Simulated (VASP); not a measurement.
An input for Ansatz (written as the equivalent of a VASP run, and not itself run):

Ansatz 0.2 input:
```yaml
crystal:
  lattice:
    - [0.0000000, 4.5659230, 4.7224450]
    - [2.6510420, 0.0000000, 4.7224450]
    - [2.6510420, 4.5659230, 0.0000000]
  atoms:
    - { symbol: Si, position: [0.6541350, 0.3404220, 0.6709600] }
    - { symbol: Si, position: [0.3439270, 0.6576840, 0.3347000] }
    - { symbol: Si, position: [0.5852460, 0.9037830, 0.5937680] }
    - { symbol: Si, position: [0.9167000, 0.5838640, 0.9026790] }
    - { symbol: Y, position: [-0.0089130, 0.0145930, 0.0034640] }
    - { symbol: Y, position: [0.2589050, 0.2496530, 0.2444280] }
kpoints:
  mp_grid: { grid: [4, 4, 4] }
hamiltonian:
  xc: pbe
  pseudopotentials: { kind: paw }
scf:
  occupations: { method: gaussian, width: 0.272 }
  max_iter: 100
output: { forces: true, stress: true, eigenvalues: true }
```

Problem. Write the VASP files for the same calculation (PBE).

Solution. Several could match; the one computed here: 
File KPOINTS:
```
Automatic mesh
0
Gamma
4 4 4
0 0 0
```

POSCAR:
```
YSi2
9.444890
  0.0000000000   0.4834278642   0.5000000000
  0.2806853230   0.0000000000   0.5000000000
  0.2806853230   0.4834278642   0.0000000000
Si Y
4 2
Direct
  0.6541350000   0.3404220000   0.6709600000
  0.3439270000   0.6576840000   0.3347000000
  0.5852460000   0.9037830000   0.5937680000
  0.9167000000   0.5838640000   0.9026790000
 -0.0089130000   0.0145930000   0.0034640000
  0.2589050000   0.2496530000   0.2444280000
```

INCAR:
```
SYSTEM=YSi2
PREC=Accurate; ENCUT=300; LREAL=.False.
LASPH=.True.
EDIFF=1E-6; NELM=100; ALGO=Normal
LMAXMIX=4
ISMEAR=0; SIGMA=0.272
GGA=PE
ISIF=2
LWAVE=.False.; LCHARG=.False.
```

POTCAR, in this order: Si Y_sv (PBE.64 set). Program: vasp_std.

What does not carry over: each code has its own PAW files, so the cut-off isn't converted (ENCUT is set for VASP's; basis.ecutwfc is left out, and Ansatz then takes the one that its files recommend); Ansatz stops its SCF on the density residual and VASP on the energy change (EDIFF).

The structure was generated: YSi2 was put into an ordered model structure, which need not be its known phase. The cell was not relaxed at this level, atoms are displaced from their ideal sites. The k-mesh is coarse (spacing up to 0.38 per Å, 2π included), so the numbers may not be converged in it.
